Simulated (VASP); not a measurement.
Calculation: PBE GGA, VASP's PBE PAW potentials (set 64) (plane waves; VASP).

Input for VASP

### KPOINTS
```
Automatic
0
G
 15 15 3
0 0 0
```

File POSCAR:
```
AlV2C
1
    2.8876000000     0.0000000000     0.0000000000
   -1.4438000000     2.5007350000     0.0000000000
    0.0000000000     0.0000000000    13.1048200000
Al V C
2 4 2
Direct
  0.3333330000   0.6666670000   0.2500000000
  0.6666670000   0.3333330000   0.7500000000
  0.3333330000   0.6666670000   0.5863800000
  0.6666670000   0.3333330000   0.4136200000
  0.6666670000   0.3333330000   0.0863800000
  0.3333330000   0.6666670000   0.9136200000
  0.0000000000   0.0000000000   0.0000000000
  0.0000000000   0.0000000000   0.5000000000
```

INCAR:
```
SYSTEM = AlV2C
PREC = Accurate
ENCUT = 400
EDIFF = 1E-6
NELM = 100
ALGO = Normal
LREAL = .FALSE.
LASPH = .TRUE.
ISMEAR = 0
SIGMA = 0.272
GGA = PE
LMAXMIX = 4
LWAVE = .FALSE.
LCHARG = .FALSE.
ISIF = 2
ISYM = 0
```

POTCAR, in this order: Al V_sv C (PBE.64 set). Program: vasp_std.

Output

File OSZICAR:
```
       N       E                     dE             d eps       ncg     rms          rms(c)
DAV:   1     0.809896132762E+03    0.80990E+03   -0.33629E+04 27620   0.151E+03
DAV:   2    -0.117551791937E+02   -0.82165E+03   -0.80635E+03 27032   0.536E+02
DAV:   3    -0.804436312160E+02   -0.68688E+02   -0.66726E+02 35848   0.144E+02
DAV:   4    -0.827795430351E+02   -0.23359E+01   -0.23092E+01 31993   0.245E+01
DAV:   5    -0.828322410488E+02   -0.52698E-01   -0.52546E-01 31687   0.384E+00    0.563E+01
DAV:   6    -0.692342429451E+02    0.13598E+02   -0.20218E+02 34443   0.826E+01    0.135E+01
DAV:   7    -0.667328512009E+02    0.25014E+01   -0.45879E+01 33789   0.410E+01    0.131E+01
DAV:   8    -0.662011526390E+02    0.53170E+00   -0.38311E+00 32062   0.118E+01    0.279E+00
DAV:   9    -0.661858376273E+02    0.15315E-01   -0.25233E-01 36030   0.290E+00    0.677E-01
DAV:  10    -0.661906134041E+02   -0.47758E-02   -0.92296E-02 33873   0.181E+00    0.886E-01
DAV:  11    -0.661826756816E+02    0.79377E-02   -0.63731E-02 34039   0.121E+00    0.271E-01
DAV:  12    -0.661832911455E+02   -0.61546E-03   -0.15685E-02 36906   0.105E+00    0.338E-01
DAV:  13    -0.661822775520E+02    0.10136E-02   -0.56253E-03 35241   0.661E-01    0.547E-02
DAV:  14    -0.661822995352E+02   -0.21983E-04   -0.50553E-04 37265   0.196E-01    0.573E-02
DAV:  15    -0.661822723580E+02    0.27177E-04   -0.22219E-04 35789   0.157E-01    0.209E-02
DAV:  16    -0.661822662434E+02    0.61146E-05   -0.24453E-05 35392   0.467E-02    0.657E-03
DAV:  17    -0.661822655235E+02    0.71993E-06   -0.30664E-06 25037   0.123E-02
   1 F= -.66182266E+02 E0= -.66099579E+02  d E =-.165373E+00
```

OUTCAR:
```
------------------------ aborting loop because EDIFF is reached ----------------------------------------
  FORCE on cell =-STRESS in cart. coord.  units (eV):
  Direction    XX          YY          ZZ          XY          YZ          ZX
  --------------------------------------------------------------------------------------
  Total        0.8136554      0.8136306      0.2260861     -0.0000268      0.0000110      0.0000026
  in kB       13.7757522     13.7753331      3.8277955     -0.0004541      0.0001859      0.0000448
  external PRESSURE =      10.4596269 kB  Pullay stress =       0.0000000 kB
  volume of cell :       94.63
      direct lattice vectors                 reciprocal lattice vectors
     2.887600000  0.000000000  0.000000000     0.346308353  0.199941217  0.000000000
    -1.443800000  2.500735000  0.000000000     0.000000000  0.399882435  0.000000000
     0.000000000  0.000000000 13.104820000     0.000000000  0.000000000  0.076307801
 POSITION                                       TOTAL-FORCE (eV/Angst)
 -----------------------------------------------------------------------------------
     -0.00000      1.66716      3.27621         0.000008     -0.000004     -0.000100
      1.44380      0.83358      9.82861        -0.000006      0.000004     -0.000231
     -0.00000      1.66716      7.68440         0.000020     -0.000012     -0.199796
      1.44380      0.83358      5.42042        -0.000022      0.000013      0.200370
      1.44380      0.83358      1.13199        -0.000020      0.000010     -0.200705
     -0.00000      1.66716     11.97283         0.000020     -0.000008      0.200609
      0.00000      0.00000      0.00000         0.000001     -0.000002     -0.000400
      0.00000      0.00000      6.55241         0.000000     -0.000000      0.000252
 -----------------------------------------------------------------------------------
    total drift:                               -0.000005      0.000001      0.000766
  FREE ENERGIE OF THE ION-ELECTRON SYSTEM (eV)
  ---------------------------------------------------
  free  energy   TOTEN  =       -66.1822655235 eV

  energy  without entropy=      -66.0168929867  energy(sigma->0) =      -66.09957926
```
(Selected blocks of OUTCAR.)

At this cut-off the stress carries a Pulay error, which pulls relaxed volumes low.

The structure comes from a computed database's AlV2C entry; how it stands against other phases isn't given here. The cell was not relaxed at this level. The run is one of a series of settings (ISYM = 0 against the base run), some of them coarse on purpose. The run is not spin-polarised, so no magnetic state was tried.
